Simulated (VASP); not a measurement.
Input of a VASP 6.6.1 run:

Contents of INCAR:

```
ALGO = Normal
EDIFF = 1E-7
ENCUT = 520
GGA = PE
ISIF = 2
ISMEAR = -1
ISPIN = 2
KPAR = 4
LASPH = True
LCHARG = False
LMAXMIX = 4
LORBIT = 11
LREAL = False
LWAVE = False
MAGMOM = 1 1 0 0.6 0
NBANDS = 40
NELM = 150
PREC = Accurate
SIGMA = 0.05
```

File KPOINTS:

```
k-points
0
Gamma
  11 11 3
```

POSCAR

```
NiMoIrPdW
1.0
    2.7607800000      0.0000000000      0.0000000000
   -1.3803900000      2.3909000000      0.0000000000
    0.0000000000      0.0000000000     11.3405100000
Ni Mo Pd Ir W
1 1 1 1 1
Direct
    0.0000000000      0.0000000000      0.7091700000
    0.6666700000      0.3333300000      0.2942500000
    0.6666700000      0.3333300000      0.8990100000
    0.0000000000      0.0000000000      0.1060400000
    0.6666700000      0.3333300000      0.5292100000
```

Potentials or basis: VASP PAW PBE potentials, release 64 (Ni, Mo_sv, Pd, Ir, W_sv).

Run with:

```console
$ cat potpaw_PBE.64/Ni/POTCAR potpaw_PBE.64/Mo_sv/POTCAR potpaw_PBE.64/Pd/POTCAR potpaw_PBE.64/Ir/POTCAR potpaw_PBE.64/W_sv/POTCAR > POTCAR
$ mpirun -np 4 vasp_std > vasp.out
```

(1) Predict the largest force.

(2) Predict the net moment.

Results:

(1) 0.296 eV/Å.

(2) 0.00 μB per cell.
